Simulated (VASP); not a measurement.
Input for VASP

### INCAR
```
SYSTEM = Dy
PREC = Accurate
ENCUT = 300
EDIFF = 1E-6
NELM = 100
ALGO = Normal
LREAL = .FALSE.
LASPH = .TRUE.
ISMEAR = 0
SIGMA = 0.2
GGA = PE
LMAXMIX = 6
LWAVE = .FALSE.
LCHARG = .FALSE.
ISIF = 2
ISPIN = 2
MAGMOM = 5.0 5.0
LORBIT = 11
```

POSCAR:
```
Dy
5.650
  0.3176991150  -0.5502709735   0.0000000000
  0.3176991150   0.5502709735   0.0000000000
  0.0000000000   0.0000000000   1.0000000000
Dy
2
Cartesian
  0.3176991150   0.1834240247   0.2500000000
  0.3176991150  -0.1834240247   0.7500000000
```

File KPOINTS:
```
Regular mesh
0
Gamma
8 8 4
0 0 0
```

POTCAR, in this order: Dy (PBE.64 set). Program: vasp_std.

Q: Write an equivalent input for Ansatz.

A: One equivalent input (not run):
Ansatz 0.2 input:
```yaml
crystal:
  lattice:
    - [1.7950000, -3.1090310, 0.0000000]
    - [1.7950000, 3.1090310, 0.0000000]
    - [0.0000000, 0.0000000, 5.6500000]
  atoms:
    - { symbol: Dy, position: [0.3333330, 0.6666670, 0.2500000], spin: 5 }
    - { symbol: Dy, position: [0.6666670, 0.3333330, 0.7500000], spin: 5 }
kpoints:
  mp_grid: { grid: [8, 8, 4] }
hamiltonian:
  xc: pbe
  pseudopotentials: { kind: paw }
magnetization: { spin_polarized: true }
scf:
  occupations: { method: gaussian, width: 0.2 }
  max_iter: 100
output: { forces: true, stress: true, eigenvalues: true }
```
Limits of the translation: each code has its own PAW files, so the cut-off isn't converted (ENCUT is set for VASP's; basis.ecutwfc is left out, and Ansatz then takes the one that its files recommend); Ansatz stops its SCF on the density residual and VASP on the energy change (EDIFF).

The structure is a typed Dy crystal. The cell was not relaxed at this level.
